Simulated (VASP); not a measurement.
# AgB2 (P6/mmm) in VASP: a series of runs

Runs on AgB2. Level: r2SCAN. Tasks: single point.

Program: VASP 6.6.1. These are calculated values, not measurements. Logs are shortened: lines on timing, memory, paths and dates and some standing lists are left out, and cuts for length are marked.

**1. Starting point**

The structure is hexagonal, space group P6/mmm (No. 191). The conventional cell has a = 3.000 Å, b = 3.000 Å, c = 3.240 Å, α = 90.00°, β = 90.00°, γ = 120.00°. Ag (site symmetry 6/mmm) has 12 B at 2.37 Å as nearest neighbours. B (site symmetry -6m2) has 3 B at 1.73 Å as nearest neighbours.

**2. Single point, r2SCAN**

File INCAR:

```
SYSTEM = AgB2
PREC = Accurate
ENCUT = 460
EDIFF = 1E-6
ISMEAR = 0
SIGMA = 0.05
LREAL = .False.
LASPH = .True.
NELM = 100
ALGO = Normal
ISIF = 2
LWAVE = .False.
LCHARG = .False.
METAGGA = R2SCAN
LMIXTAU = .True.
ADDGRID = .False.
```

File KPOINTS:

```
regular mesh
0
Gamma
  7 7 6
  0 0 0
```

File POSCAR:

```
AgB2
1.0
    3.0000000000      0.0000000000      0.0000000000
   -1.5000000000      2.5980762114      0.0000000000
    0.0000000000      0.0000000000      3.2400000000
Ag B
1 2
Direct
    0.0000000000      0.0000000000      0.0000000000
    0.6666666667      0.3333333333      0.5000000000
    0.3333333333      0.6666666667      0.5000000000
```

Potentials or basis: VASP PAW PBE potentials, release 64 (Ag, B).

Run with:

```bash
$ cat potpaw_PBE.64/Ag/POTCAR potpaw_PBE.64/B/POTCAR > POTCAR
$ mpirun -np 1 vasp_std > vasp.out
```

OUTCAR:

```text
SYSTEM = AgB2
   PREC = Accurate
   ENCUT = 460
   EDIFF = 1E-6
   ISMEAR = 0
   LREAL = .False.
   LASPH = .True.
   NELM = 100
   ISIF = 2
   METAGGA = R2SCAN

 Found     32 irreducible k-points:

 Following reciprocal coordinates:
            Coordinates               Weight
  0.000000  0.000000  0.000000      1.000000
  0.142857  0.000000  0.000000      6.000000
  0.285714 -0.000000  0.000000      6.000000
  0.428571 -0.000000  0.000000      6.000000
  0.142857  0.142857  0.000000      6.000000
  0.285714  0.142857  0.000000     12.000000
   k-points           NKPTS =     32   k-points in BZ     NKDIM =     32   number of bands    NBANDS=     12
   number of dos      NEDOS =    301   number of ions     NIONS =      3
   total plane-waves  NPLWV =  13824
   dimension x,y,z NGX =    24 NGY =   24 NGZ =   24
   dimension x,y,z NGXF=    48 NGYF=   48 NGZF=   48
   ions per type =               1   2
   NGX,Y,Z   is equivalent  to a cutoff of  13.30, 13.30, 12.31 a.u.
   NGXF,Y,Z  is equivalent  to a cutoff of  26.60, 26.60, 24.63 a.u.
 SYSTEM =  AgB2
   PREC   = accura    normal or accurate (medium, high low for compatibility)
   ISTART =      0    job   : 0-new  1-cont  2-samecut
   ICHARG =      2    charge: 1-file 2-atom 10-const
   ISPIN  =      1    spin polarized calculation?
   LNONCOLLINEAR =      F non collinear calculations
   LSORBIT =      F    spin-orbit coupling
   LASPH  =      T    aspherical Exc in radial PAW
   ENCUT  =  460.0 eV  33.81 Ry    5.81 a.u.   5.25  5.25  5.67*2*pi/ulx,y,z
   NELM   =    100;   NELMIN=  2; NELMDL= -5     # of ELM steps
   EDIFF  = 0.1E-05   stopping-criterion for ELM
   LREAL  =      F    real-space projection
   EDIFFG = 0.1E-04   stopping-criterion for IOM
   NSW    =      0    number of steps for IOM
   IBRION =     -1    ionic relax: 0-MD 1-quasi-New 2-CG
   NFREE  =      0    steps in history (QN), initial steepest desc. (CG)
   ISIF   =      2    stress and relaxation
   ISYM   =      2    0-nonsym 1-usesym 2-fastsym
   POTIM  = 0.5000    time-step for ionic-motion
   TEBEG  =    0.0;   TEEND  =   0.0 temperature during run
   PSTRESS=    0.0 pullay stress
   NELECT =      17.0000    total number of electrons
   NUPDOWN=      -1.0000    fix difference up-down
   EMIN   =  10.00;   EMAX   =-10.00  energy-range for DOS
   EFERMI =   0.00;   METHOD = LEGACY
   ISMEAR =     0;   SIGMA  =   0.05  broadening in eV -4-tet -1-fermi 0-gaus
   EFERMI_NEDOS =   21; number of points for ismear=-14 and -15
   IALGO  =     38    algorithm
   IMIX   =      4    mixing-type and parameters
     AMIX     =   0.40;   BMIX     =  1.00
     AMIX_MAG =   1.60;   BMIX_MAG =  1.00
  volume/ion in A,a.u.               =       8.42        56.81
  Fermi-wavevector in a.u.,A,eV,Ry     =   1.434779  2.711340 28.008838  2.058591
  Thomas-Fermi vector in A             =   2.554150
   LORBIT       =      0    0 simple, 1 ext, 2 COOP (PROOUT), +10 PAW based schemes
   METAGGA = R2SCAN    functional components
   LHFCALC =     F    Hartree Fock is set to
   AEXX    =    0.0000 exact exchange contribution
   IVDW    =     0    specifies the selected vdW correction
   LEPSILON=     F    determine dielectric tensor
   LRPA    =     F    only Hartree local field effects (RPA)
 non-spin polarized calculation
 Gauss-broadening in eV      SIGMA  =   0.05
  energy-cutoff  :      460.00
  volume of cell :       25.25
 maximum number of plane-waves:       577
 NGX is ok and might be reduce to    24
   NGX = 11   NGY = 11   NGZ = 11

 number of electron      16.9999992 magnetization

 Free energy of the ion-electron system (eV)
  ---------------------------------------------------
  ext. energy  EPLUGINS =         0.00000000
  ---------------------------------------------------
  free energy    TOTEN  =       -33.12488222 eV

  energy without entropy =      -33.12175244  energy(sigma->0) =      -33.12331733

 E-fermi :  10.7077     XC(G=0): -14.2465

 val. band max:       10.7006957677   @ k =   0.1429   0.0000   0.3333
 cond. band min:      10.7288092837   @ k =   0.4286   0.1429   0.3333
 fundamental gap:      0.0281135159
 Fermi energy:        10.7076827677

 k-point     1 :       0.0000    0.0000    0.0000
  band No.  band energies     occupation
      1      -4.4355      2.00000
      2       3.2893      2.00000
      3       3.7269      2.00000
      4       3.7269      2.00000
      5       5.3544      2.00000
      6       5.3544      2.00000
      7       7.3802      2.00000
      8      11.8199      0.00000
      9      11.8199      0.00000
     10      16.6142      0.00000
     11      16.6142      0.00000
     12      16.7632      0.00000

 k-point     2 :       0.1429    0.0000    0.0000
  band No.  band energies     occupation
      1      -4.0230      2.00000
      2       3.3795      2.00000
      3       3.4662      2.00000
      4       3.9943      2.00000
      5       4.5095      2.00000
      6       5.2941      2.00000
      7       8.7205      2.00000
      8      10.1542      2.00000
      9      10.5888      1.99923
     10      16.4762      0.00000
     11      17.5992      0.00000
     12      18.5705      0.00000

 k-point     3 :       0.2857   -0.0000    0.0000
  band No.  band energies     occupation
      1      -2.8414      2.00000
      2       2.5081      2.00000
      3       3.5778      2.00000
      4       3.6277      2.00000
      5       4.7155      2.00000
      6       5.1615      2.00000
      7       7.9329      2.00000
      8       8.8154      2.00000
      9      11.0160      0.00000
     10      16.5986      0.00000
     11      17.8074      0.00000
     12      17.9790      0.00000

 k-point     4 :       0.4286   -0.0000    0.0000
  band No.  band energies     occupation
      1      -1.0839      2.00000
      2       1.0212      2.00000
      3       3.0998      2.00000
      4       3.3273      2.00000
      5       5.0577      2.00000
      6       5.6238      2.00000
      7       7.1736      2.00000
      8       7.4607      2.00000
      9      13.2976      0.00000
     10      15.8318      0.00000
     11      17.0500      0.00000
     12      17.7333      0.00000

 k-point     5 :       0.1429    0.1429    0.0000
  band No.  band energies     occupation
      1      -3.2240      2.00000
      2       2.8444      2.00000
      3       3.6368      2.00000
      4       3.8358      2.00000
      5       4.4443      2.00000
      6       5.1171      2.00000
      7       8.6677      2.00000
      8       8.8454      2.00000
      9      10.4144      2.00000
     10      16.8598      0.00000
     11      18.4695      0.00000
     12      18.8846      0.00000

 k-point     6 :       0.2857    0.1429    0.0000
  band No.  band energies     occupation
      1      -1.7330      2.00000
      2       1.9011      2.00000
      3       3.3509      2.00000
      4       3.3843      2.00000
      5       4.8331      2.00000
      6       5.1668      2.00000
      7       7.1894      2.00000
      8       7.5240      2.00000
      9      12.7241      0.00000
     10      16.6894      0.00000
     11      17.3566      0.00000
     12      18.9652      0.00000

 [... further k-points ...]

------------------------ aborting loop because EDIFF is reached ----------------------------------------

  FORCE on cell =-STRESS in cart. coord.  units (eV):
  Direction    XX          YY          ZZ          XY          YZ          ZX
  --------------------------------------------------------------------------------------
  -------------------------------------------------------------------------------------
  Total        6.6214715      6.6214715     12.0421368      0.0000000      0.0000000      0.0000000
  in kB      420.0944492    420.0944492    764.0046256      0.0000000      0.0000000      0.0000000
  external PRESSURE =     534.7311747 kB  Pullay stress =       0.0000000 kB

 VOLUME and BASIS-vectors are now :
 -----------------------------------------------------------------------------
  energy-cutoff  :      460.00
  volume of cell :       25.25
      direct lattice vectors                 reciprocal lattice vectors
     3.000000000  0.000000000  0.000000000     0.333333333  0.192450090  0.000000000
    -1.500000000  2.598076211  0.000000000     0.000000000  0.384900179  0.000000000
     0.000000000  0.000000000  3.240000000     0.000000000  0.000000000  0.308641975

 POSITION                                       TOTAL-FORCE (eV/Angst)
 -----------------------------------------------------------------------------------
      0.00000      0.00000      0.00000         0.000000     -0.000000      0.000000
      1.50000      0.86603      1.62000        -0.000000     -0.000000     -0.000000
     -0.00000      1.73205      1.62000         0.000000      0.000000      0.000000
 -----------------------------------------------------------------------------------
    total drift:                               -0.000000      0.000000      0.000000

  FREE ENERGIE OF THE ION-ELECTRON SYSTEM (eV)
  ---------------------------------------------------
  free  energy   TOTEN  =       -33.1248822177 eV

  energy  without entropy=      -33.1217524405  energy(sigma->0) =      -33.12331733
```

It took 15 s on 1 thread of Intel Xeon 6975P-C (Granite Rapids), shared host; peak memory 0.14 GiB.

These settings aren't checked as converged: the numbers below hold their error.

What came out:

* Free energy: -33.1249 eV
* Pressure: 53.5 GPa
* Band gap on the k mesh: none (metal or under the smearing width)

Caveat: a pressure of tens of GPa on the cell as given is suspect, and the run, the potentials or the cell itself is likely at fault; the PAW data sets were made with another functional, which shifts forces and pressure a little.

**3. Single point, r2SCAN**

INCAR is that of step 2.

KPOINTS is that of step 2.

File POSCAR:

```
AgB2
1.0
    3.0000000000      0.0000000000      0.0000000000
   -1.5000000000      2.5980762114      0.0000000000
    0.0000000000      0.0000000000      3.2400000000
Ag B
1 2
Direct
    0.0172000000      0.0014340000     -0.0107780000
    0.6537670000      0.3220700000      0.4709270000
    0.3421410000      0.7037590000      0.5156140000
```

Potentials or basis: VASP PAW PBE potentials, release 64 (Ag, B).

Run with:

```bash
$ cat potpaw_PBE.64/Ag/POTCAR potpaw_PBE.64/B/POTCAR > POTCAR
$ mpirun -np 1 vasp_std > vasp.out
```

Run time: 45 s. Hardware: 1 thread of Intel Xeon 6975P-C (Granite Rapids), shared host; peak memory 0.17 GiB.

These settings aren't checked as converged: the numbers below hold their error.

What came out:

```
Free energy            : -32.9495 eV
Pressure               : 57.5 GPa
Largest force          : 1.857 eV/Å
Band gap on the k mesh : none (metal or under the smearing width)
```

Caveat: the PAW data sets were made with another functional, which shifts forces and pressure a little.

**4. Single point, r2SCAN**

Edit INCAR of step 3 so:

```diff
@@ -2,3 +2,3 @@
 PREC = Accurate
-ENCUT = 460
+ENCUT = 650
 EDIFF = 1E-6
```

File KPOINTS:

```
regular mesh
0
Gamma
  6 6 5
  0 0 0
```

File POSCAR:

```
AgB2
1.0
    3.0000000000      0.0000000000      0.0000000000
   -1.5000000000      2.5980762114      0.0000000000
    0.0000000000      0.0000000000      3.2400000000
Ag B
1 2
Direct
    0.0000000000      0.0000000000      0.0000000000
    0.6666666667      0.3333333333      0.5000000000
    0.3333333333      0.6666666667      0.5000000000
```

Run with:

```bash
$ cat potpaw_PBE.64/Ag/POTCAR potpaw_PBE.64/B/POTCAR > POTCAR
$ mpirun -np 1 vasp_std > vasp.out
```

Run time: 21 s. Hardware: 1 thread of Intel Xeon 6975P-C (Granite Rapids), shared host; peak memory 0.17 GiB.

These settings aren't checked as converged: the numbers below hold their error.

What came out:

- Free energy: -33.1697 eV
- Pressure: 53.7 GPa
- Band gap on the k mesh: none (metal or under the smearing width)

Caveat: the k mesh is coarse (spacing up to 0.40 Å⁻¹), so the values aren't converged; a pressure of tens of GPa on the cell as given is suspect, and the run, the potentials or the cell itself is likely at fault; the PAW data sets were made with another functional, which shifts forces and pressure a little.

**5. Single point, r2SCAN**

INCAR is that of step 4.

KPOINTS is that of step 4.

File POSCAR:

```
AgB2
1.0
    3.0000000000      0.0000000000      0.0000000000
   -1.5000000000      2.5980762114      0.0000000000
    0.0000000000      0.0000000000      3.2400000000
Ag B
1 2
Direct
    0.0172000000      0.0014340000     -0.0107780000
    0.6537670000      0.3220700000      0.4709270000
    0.3421410000      0.7037590000      0.5156140000
```

Run with:

```bash
$ cat potpaw_PBE.64/Ag/POTCAR potpaw_PBE.64/B/POTCAR > POTCAR
$ mpirun -np 1 vasp_std > vasp.out
```

Wall time 76 s (1 thread of Intel Xeon 6975P-C (Granite Rapids), shared host); peak memory 0.2 GiB.

The run converged, but some of its settings lie outside the range that counts as converged, so its numbers aren't taken as properties of the crystal.

Results:

| Quantity | Value |
| --- | --- |
| Free energy | -32.9819 eV |
| Pressure | 56.9 GPa |
| Largest force | 2.260 eV/Å |
| Band gap on the k mesh | none (metal or under the smearing width) |

Caveat: the k mesh is coarse (spacing up to 0.40 Å⁻¹), so the values aren't converged; the PAW data sets were made with another functional, which shifts forces and pressure a little.
